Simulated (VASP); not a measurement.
Set up this calculation in VASP 6.6.1, as the native input.

* Task: single point
* Functional: PBE
* Potentials or basis: VASP PAW PBE potentials, release 64 (Cs_sv, Zn, F)
* Cutoff: 520 eV
* k mesh: 3 × 3 × 3
* Occupations: fermi-dirac, width 0.05 eV
* Spin: no spin polarisation
* Dipole correction: no
* Further INCAR settings: ALGO = Normal; EDIFF = 1e-06; NBANDS = 49

The structure of CsZn4F3 lies in POSCAR:

```
CsZn4F3
1.0
    4.9061400000     -0.7422880000     -0.5927100000
    0.0900550000      5.8536100000     -0.0165780000
    0.7515520000      0.9020120000      5.8913360000
Cs Zn F
1 4 3
Direct
    0.2977173568      0.5202935840      0.9570940244
    0.2626665752      0.0230926942      0.3632741260
    0.8781361706      0.9523953727      0.0522253187
    0.6483180195      0.7153644911      0.4310718122
    0.8116078038      0.1556993910      0.4615262558
    0.0816465920      0.0913404560      0.7380310669
    0.7863146875      0.2999755067      0.8436698522
    0.4972554286     -0.0492121111      0.6924178873
```

The cell was built by a generator and needn't be a form met in nature.

These files were run (other wordings do the same):

INCAR

```
SYSTEM = CsZn4F3
PREC = Accurate ; ENCUT = 520
EDIFF = 1E-6 ; ISMEAR = -1
SIGMA = 0.05 ; LREAL = .False.
LASPH = .True. ; NELM = 60
ALGO = Normal ; ISIF = 2
LWAVE = .False. ; LCHARG = .True.
GGA = PE ; LELF = .True.
LVHAR = .True. ; NBANDS = 49
```

KPOINTS

```
regular mesh
0
Gamma
  3 3 3
  0 0 0
```

Potentials or basis: VASP PAW PBE potentials, release 64 (Cs_sv, Zn, F).

Run with:

```console
$ cat potpaw_PBE.64/Cs_sv/POTCAR potpaw_PBE.64/Zn/POTCAR potpaw_PBE.64/F/POTCAR > POTCAR
$ mpirun -np 1 vasp_std > vasp.out
```

It gave:

```json
{
 "Pressure": "0.0 GPa",
 "Largest force": "1.751 eV/Å",
 "Band gap on the k mesh": "none (metal or under the smearing width)"
}
```

Caveat: the k mesh is coarse (spacing up to 0.42 Å⁻¹), so the values aren't converged.

Run time: 67 s on 1 thread of Intel(R) Xeon(R) 6975P-C (Granite Rapids) (shared host), peak memory 0.34 GiB.
